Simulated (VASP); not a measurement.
Nb (bcc) is relaxed at rising pressure, each step from the one before. Symmetry mostly holds the structure type, and other phases were not tried. The mesh follows the cell, and a change of mesh leaves a small step in the series.

```xyz
1
Lattice="-1.6229 1.6229 1.6229 1.6229 -1.6229 1.6229 1.6229 1.6229 -1.6229" Properties=species:S:1:pos:R:3 pbc="T T T"
Nb     0.0000     0.0000     0.0000
```

Method: LDA (Ceperley-Alder, Perdew-Zunger), VASP's LDA PAW potentials (set 64) (plane waves; VASP). Numerical set-up: 500 eV cut-off, 16×16×16 Γ-centred mesh, first-order Methfessel-Paxton smearing of 0.10 eV, potentials Nb_sv.

```csv
P (GPa),V (Å³/atom),H − H(0) (eV/atom),space group,gap on the mesh (eV),k-mesh
0,17.10,0.000,Im-3m,0.00,16×16×16
5,16.69,0.528,Im-3m,0.00,16×16×16
10,16.34,1.043,Im-3m,0.00,16×16×16
20,15.69,2.043,Im-3m,0.00,16×16×16
30,15.13,3.005,Im-3m,0.00,16×16×16
45,14.39,4.377,Im-3m,0.00,17×17×17
```

Pressures at which the relaxation failed are left out.

The compound is Nb in the bcc structure.
